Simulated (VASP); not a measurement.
These are PBEsol GGA, VASP's PBE PAW potentials (set 64) (plane waves; VASP) values and carry that method's errors. Each cell was relaxed at this level.

Q: Which of these has an unstable (imaginary) mode at Γ?
A. KCaF3, Pm-3m (221)
B. CeRh3, Pm-3m (221)
C. CoGa, Pm-3m (221)
D. Bi, R-3m (166)

A: A, KCaF3, Pm-3m (221). Its optical Γ-point modes are 50i (×3), 50 (×3), 181 (×3), 427 (×3) cm⁻¹.
